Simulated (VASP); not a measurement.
OSZICAR of a VASP run on NiO (rock salt, AFM-II order):

### OSZICAR
```
       N       E                     dE             d eps       ncg     rms          rms(c)
DAV:   1     0.272681534026E+03    0.27268E+03   -0.17879E+04  6968   0.245E+03
DAV:   2     0.284556893332E+01   -0.26984E+03   -0.25316E+03  6984   0.439E+02
DAV:   3    -0.281539428947E+02   -0.31000E+02   -0.29431E+02  7780   0.168E+02
DAV:   4    -0.291708856522E+02   -0.10169E+01   -0.10104E+01  7600   0.319E+01
DAV:   5    -0.291994217730E+02   -0.28536E-01   -0.28523E-01  8136   0.504E+00    0.221E+01
DAV:   6    -0.264735881939E+02    0.27258E+01   -0.38662E+01 10200   0.109E+02    0.209E+01
DAV:   7    -0.252020248290E+02    0.12716E+01   -0.65916E+00  8872   0.747E+01    0.103E+01
DAV:   8    -0.253329728769E+02   -0.13095E+00   -0.17871E+00  7756   0.117E+01    0.647E+00
DAV:   9    -0.252511037368E+02    0.81869E-01   -0.12349E-01 10988   0.103E+01    0.129E+00
DAV:  10    -0.252623078152E+02   -0.11204E-01   -0.57200E-02  9628   0.308E+00    0.643E-01
DAV:  11    -0.252633512217E+02   -0.10434E-02   -0.59477E-03  9232   0.246E+00    0.146E-01
DAV:  12    -0.252635548019E+02   -0.20358E-03   -0.18413E-03  8784   0.446E-01    0.904E-02
DAV:  13    -0.252635231229E+02    0.31679E-04   -0.28992E-04 11492   0.258E-01    0.268E-02
DAV:  14    -0.252635233611E+02   -0.23815E-06   -0.31019E-05  7156   0.901E-02    0.250E-02
DAV:  15    -0.252635211012E+02    0.22599E-05   -0.13950E-05 10068   0.520E-02    0.460E-03
DAV:  16    -0.252635212636E+02   -0.16241E-06   -0.10726E-06  3816   0.170E-02
   1 F= -.21077031E+02 E0= -.21077031E+02  d E =-.210770E+02  mag=     0.0000
       N       E                     dE             d eps       ncg     rms          rms(c)
DAV:   1    -0.265337095844E+02   -0.12702E+01   -0.31758E+01  7992   0.828E+01    0.102E+01
DAV:   2    -0.251178457255E+02    0.14159E+01   -0.61322E+00  8608   0.446E+01    0.577E+00
DAV:   3    -0.249785006693E+02    0.13935E+00   -0.53076E-01  9444   0.166E+01    0.368E+00
DAV:   4    -0.249484997989E+02    0.30001E-01   -0.10506E-01  9168   0.518E+00    0.116E+00
DAV:   5    -0.249356854720E+02    0.12814E-01   -0.20895E-02 11704   0.313E+00    0.643E-01
DAV:   6    -0.249320712930E+02    0.36142E-02   -0.11130E-02  7280   0.142E+00    0.208E-01
DAV:   7    -0.249318843471E+02    0.18695E-03   -0.98037E-04  9960   0.516E-01    0.966E-02
DAV:   8    -0.249319084048E+02   -0.24058E-04   -0.29904E-04  7616   0.160E-01    0.503E-02
DAV:   9    -0.249319111700E+02   -0.27651E-05   -0.13635E-05  9856   0.609E-02    0.189E-02
DAV:  10    -0.249319083178E+02    0.28522E-05   -0.12021E-05  7908   0.304E-02    0.374E-03
DAV:  11    -0.249319083319E+02   -0.14125E-07   -0.76888E-07  3584   0.103E-02
   2 F= -.21054573E+02 E0= -.21054573E+02  d E =0.224579E-01  mag=     0.0000
       N       E                     dE             d eps       ncg     rms          rms(c)
DAV:   1    -0.256516083761E+02   -0.71970E+00   -0.10131E+01  8496   0.480E+01    0.551E+00
DAV:   2    -0.252248305403E+02    0.42678E+00   -0.17967E+00  7976   0.281E+01    0.361E+00
DAV:   3    -0.251737799528E+02    0.51051E-01   -0.19031E-01  9696   0.101E+01    0.198E+00
DAV:   4    -0.251648705738E+02    0.89094E-02   -0.39349E-02  9152   0.278E+00    0.694E-01
DAV:   5    -0.251610718078E+02    0.37988E-02   -0.65187E-03 11768   0.173E+00    0.376E-01
DAV:   6    -0.251600160132E+02    0.10558E-02   -0.39286E-03  7200   0.919E-01    0.105E-01
DAV:   7    -0.251599619755E+02    0.54038E-04   -0.45745E-04 10288   0.241E-01    0.492E-02
DAV:   8    -0.251599692228E+02   -0.72473E-05   -0.39789E-05  8488   0.106E-01    0.254E-02
DAV:   9    -0.251599697637E+02   -0.54081E-06   -0.85012E-06  8768   0.331E-02
   3 F= -.21113330E+02 E0= -.21113330E+02  d E =-.362990E-01  mag=     0.0000
```

### Question
Which electronic solver shows in the log?

### Answer
It is blocked Davidson (ALGO = Normal, or the opening steps of other solvers). The INCAR had ALGO = Normal.

### Question
How was spin treated?

### Answer
Collinear spin (ISPIN = 2): the summary line carries one mag value, 0.00 μB in the cell.

### Question
Can the final energy be trusted as converged?

### Answer
The run converged. It stopped with EDIFF = 1E-6, NELM = 100, NSW = 40 and EDIFFG = -0.02 after 3 ionic steps (PBEsol GGA, plane waves, VASP's PBE PAW potentials (set 64)). Energy and stress use the plane-wave basis of the starting cell.

The compound is NiO in the rock salt, AFM-II order structure. This run relaxes it under an external pressure of 20 GPa. Symmetry was kept, so distortions that lower it aren't found.
